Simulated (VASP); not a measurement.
VASP ran on this input.

INCAR:
```
ALGO  =  Normal
EDIFF  =  1E-7
ENCUT  =  520
GGA  =  RP
ISIF  =  2
ISMEAR  =  1
LASPH  =  .True.
LCHARG  =  .False.
LMAXMIX  =  4
LREAL  =  .False.
LWAVE  =  .False.
NELM  =  100
PREC  =  Accurate
SIGMA  =  0.1
SYSTEM  =  Mo
```

KPOINTS:
```
K-points
0
gamma
 16 16 16
0 0 0
```

File POSCAR:
```
Mo
1
   -1.6055470771     1.6055470771     1.6055470771
    1.6055470771    -1.6055470771     1.6055470771
    1.6055470771     1.6055470771    -1.6055470771
Mo
1
Direct
  0.0000000000   0.0000000000   0.0000000000
```

POTCAR, in this order: Mo_sv (PBE.64 set). Program: vasp_std.

Q: Translate this RPBE calculation to Quantum ESPRESSO's pw.x.

A: One equivalent input (not run):
```
&CONTROL
  calculation = 'scf'
  pseudo_dir = './pseudo'
  outdir = './out'
  tprnfor = .true.
  tstress = .true.
/
&SYSTEM
  ibrav = 0
  nat = 1
  ntyp = 1
  ecutwfc = 80
  occupations = 'smearing'
  smearing = 'methfessel-paxton'
  degauss = 0.00735
  input_dft = 'rpbe'
/
&ELECTRONS
  conv_thr = 7.3e-09
  electron_maxstep = 100
/
ATOMIC_SPECIES
  Mo 95.950 Mo.upf
CELL_PARAMETERS angstrom
    -1.6055471    1.6055471    1.6055471
     1.6055471   -1.6055471    1.6055471
     1.6055471    1.6055471   -1.6055471
ATOMIC_POSITIONS crystal
  Mo   0.0000000  0.0000000  0.0000000
K_POINTS automatic
  16 16 16 0 0 0
```
The two are equivalent in intent, not identical: the potentials are each code's own (VASP's PAW set, PseudoDojo norm-conserving files in pw.x), so ENCUT and ecutwfc are chosen apart and not converted; conv_thr bounds pw.x's estimated SCF error, while EDIFF bounds the energy change between steps.

The compound is Mo in the bcc structure. This cell is one point of a volume scan, at 1.03 of the reference volume.
